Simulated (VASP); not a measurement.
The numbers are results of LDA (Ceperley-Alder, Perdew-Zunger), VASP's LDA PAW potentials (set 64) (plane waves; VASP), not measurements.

The input files of a VASP run:

File POSCAR:
```
BaHfO3
1.0
  4.0554691472   0.0000000000   0.0000000000
  0.0000000000   4.0554691472   0.0000000000
  0.0000000000   0.0000000000   4.0554691472
Ba Hf O
1 1 3
Cart
  0.0000000000   0.0000000000   0.0000000000
  2.0277345736   2.0277345736   2.0277345736
  2.0277345736   0.0000000000   2.0277345736
  0.0000000000   2.0277345736   2.0277345736
  2.0277345736   2.0277345736   0.0000000000
```

**KPOINTS**
```
Automatic mesh
0
Gamma
6 6 6
0 0 0
```

**INCAR**
```
ALGO=Normal
EDIFF=1E-6
EDIFFG=-0.02
ENCUT=620
IBRION=2
ISIF=3
ISMEAR=0
LASPH=.TRUE.
LCHARG=.FALSE.
LMAXMIX=6
LREAL=.FALSE.
LWAVE=.FALSE.
NELM=100
NSW=40
PREC=Accurate
PSTRESS=200
SIGMA=0.05
SYSTEM=BaHfO3
```

POTCAR, in this order: Ba_sv Hf_pv O (LDA.64 set). Program: vasp_std.

What VASP printed:

**OSZICAR**
```
       N       E                     dE             d eps       ncg     rms          rms(c)
DAV:   1     0.251474445696E+03    0.25147E+03   -0.24366E+04   920   0.187E+03
DAV:   2    -0.411388537880E+02   -0.29261E+03   -0.28632E+03  1158   0.382E+02
DAV:   3    -0.540763210706E+02   -0.12937E+02   -0.12912E+02  1222   0.776E+01
DAV:   4    -0.542840729177E+02   -0.20775E+00   -0.20769E+00  1257   0.917E+00
DAV:   5    -0.542893425272E+02   -0.52696E-02   -0.52694E-02  1299   0.879E-01    0.744E+01
DAV:   6    -0.478022157757E+02    0.64871E+01   -0.39117E+01  1039   0.388E+01    0.628E+01
DAV:   7    -0.476189688378E+02    0.18325E+00   -0.23043E+00  1206   0.107E+01    0.339E+01
DAV:   8    -0.475681992957E+02    0.50770E-01   -0.14980E-01  1208   0.324E+00    0.381E+00
DAV:   9    -0.475619851101E+02    0.62142E-02   -0.42665E-02  1110   0.139E+00    0.184E+00
DAV:  10    -0.475612990949E+02    0.68602E-03   -0.63114E-03  1189   0.537E-01    0.394E-01
DAV:  11    -0.475612611225E+02    0.37972E-04   -0.60898E-04  1151   0.171E-01    0.945E-02
DAV:  12    -0.475612565757E+02    0.45467E-05   -0.69165E-05  1317   0.535E-02    0.100E-01
DAV:  13    -0.475612563353E+02    0.24046E-06   -0.40467E-06  1055   0.142E-02
   1 F= -.39235135E+02 E0= -.39235135E+02  d E =-.392351E+02
       N       E                     dE             d eps       ncg     rms          rms(c)
DAV:   1    -0.493225935099E+02   -0.17613E+01   -0.83411E+01   948   0.742E+01    0.356E+01
DAV:   2    -0.467360619536E+02    0.25865E+01   -0.10863E+01   955   0.223E+01    0.101E+01
DAV:   3    -0.463278694839E+02    0.40819E+00   -0.79313E-01  1229   0.712E+00    0.655E+00
DAV:   4    -0.462723120766E+02    0.55557E-01   -0.31063E-01  1215   0.384E+00    0.458E+00
DAV:   5    -0.462772408244E+02   -0.49287E-02   -0.50430E-02  1120   0.139E+00    0.139E+00
DAV:   6    -0.462748618834E+02    0.23789E-02   -0.11735E-02  1074   0.686E-01    0.534E-01
DAV:   7    -0.462748371794E+02    0.24704E-04   -0.38012E-04  1174   0.141E-01    0.760E-02
DAV:   8    -0.462748184334E+02    0.18746E-04   -0.73783E-05  1137   0.670E-02    0.268E-02
DAV:   9    -0.462748191841E+02   -0.75070E-06   -0.12830E-05  1130   0.258E-02    0.249E-02
DAV:  10    -0.462748188990E+02    0.28518E-06   -0.13055E-06   733   0.898E-03
   2 F= -.38918088E+02 E0= -.38918088E+02  d E =0.317047E+00
       N       E                     dE             d eps       ncg     rms          rms(c)
DAV:   1    -0.487005835481E+02   -0.24258E+01   -0.36915E+01   948   0.481E+01    0.253E+01
DAV:   2    -0.475549069663E+02    0.11457E+01   -0.56036E+00   990   0.155E+01    0.700E+00
DAV:   3    -0.473588875425E+02    0.19602E+00   -0.36672E-01  1055   0.475E+00    0.475E+00
DAV:   4    -0.473266257083E+02    0.32262E-01   -0.18367E-01  1185   0.287E+00    0.313E+00
DAV:   5    -0.473271818136E+02   -0.55611E-03   -0.67182E-03  1238   0.429E-01    0.410E+00
DAV:   6    -0.473280776408E+02   -0.89583E-03   -0.52282E-03  1167   0.498E-01    0.751E-01
DAV:   7    -0.473277723569E+02    0.30528E-03   -0.92134E-04  1081   0.191E-01    0.461E-01
DAV:   8    -0.473277510724E+02    0.21284E-04   -0.21886E-05  1220   0.299E-02    0.429E-01
DAV:   9    -0.473276248091E+02    0.12626E-03   -0.27544E-04  1144   0.105E-01    0.209E-01
DAV:  10    -0.473275867960E+02    0.38013E-04   -0.17364E-04  1111   0.728E-02    0.735E-02
DAV:  11    -0.473275870298E+02   -0.23383E-06   -0.35776E-06  1113   0.115E-02
   3 F= -.39320466E+02 E0= -.39320466E+02  d E =-.853305E-01
```

### OUTCAR
```
------------------------ aborting loop because EDIFF is reached ----------------------------------------
  FORCE on cell =-STRESS in cart. coord.  units (eV):
  Direction    XX          YY          ZZ          XY          YZ          ZX
  --------------------------------------------------------------------------------------
  Total        7.9170559      7.9170559      7.9170559      0.0000000      0.0000000     -0.0000000
  in kB      197.7503695    197.7503695    197.7503695      0.0000000      0.0000000     -0.0000000
  external PRESSURE =      -2.2496305 kB  Pullay stress =     200.0000000 kB
  volume of cell :       64.14
      direct lattice vectors                 reciprocal lattice vectors
     4.003000670  0.000000000  0.000000000     0.249812599  0.000000000 -0.000000000
    -0.000000000  4.003000670 -0.000000000    -0.000000000  0.249812599 -0.000000000
     0.000000000  0.000000000  4.003000670    -0.000000000  0.000000000  0.249812599
 POSITION                                       TOTAL-FORCE (eV/Angst)
 -----------------------------------------------------------------------------------
      0.00000      0.00000      0.00000         0.000000     -0.000000      0.000000
      2.00150      2.00150      2.00150         0.000000      0.000000      0.000000
      2.00150      0.00000      2.00150         0.000000      0.000000      0.000000
      0.00000      2.00150      2.00150        -0.000000      0.000000      0.000000
      2.00150      2.00150      0.00000        -0.000000     -0.000000      0.000000
 -----------------------------------------------------------------------------------
    total drift:                                0.000000      0.000000      0.000000
  FREE ENERGIE OF THE ION-ELECTRON SYSTEM (eV)
  ---------------------------------------------------
  free  energy   TOTEN  =       -47.3275870298 eV

  energy  without entropy=      -47.3275870298  energy(sigma->0) =      -47.32758703
  enthalpy is  TOTEN    =       -39.3204658413 eV   P V=        8.0071211886

 reached required accuracy - stopping structural energy minimisation
```
(Selected blocks of OUTCAR.)

CONTCAR:
```
BaHfO3
   1.00000000000000
     4.0030006699813061    0.0000000000000000    0.0000000000000000
    -0.0000000000000000    4.0030006699813061   -0.0000000000000000
     0.0000000000000000    0.0000000000000000    4.0030006699813061
  Ba              Hf              O
     1     1     3
Direct
     0.0000000000000000    0.0000000000000000    0.0000000000000000
     0.5000000000000000    0.5000000000000000    0.5000000000000000
     0.5000000000000000    0.0000000000000000    0.5000000000000000
     0.0000000000000000    0.5000000000000000    0.5000000000000000
     0.5000000000000000    0.5000000000000000    0.0000000000000000
```

Energy and stress use the plane-wave basis of the starting cell.

The compound is BaHfO3 in the cubic perovskite structure. This run relaxes it under an external pressure of 20 GPa. Symmetry was kept, so distortions that lower it aren't found.
